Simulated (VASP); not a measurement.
CaB2:

```
Ca B
1.0
     3.22643    0.00000    0.00000
    -1.61322    2.79417    0.00000
     0.00000    0.00000    4.06739
Ca B
1 2
Cartesian
  0.0000 0.0000 0.0000
  1.6132 0.9314 2.0337
  0.0000 1.8628 2.0337
```

The cell comes from a database or a generator and needn't be the stable form of this composition.

Base run:

* Program: VASP 6.6.1
* Functional: r2SCAN
* Potentials or basis: VASP PAW PBE potentials, release 64 (Ca_sv, B)
* Cutoff: 520 eV
* k mesh: 9 × 9 × 7
* Occupations: fermi-dirac, width 0.05 eV
* Spin: no spin polarisation

Its results: pressure 0.2 GPa.

Problem. The run is repeated on the same cell with these changes: functional from r2SCAN to SCAN. What comes out?

Solution. Pressure -1.0 GPa.

Caveats: the PAW data sets were made with another functional, which shifts forces and pressure a little.
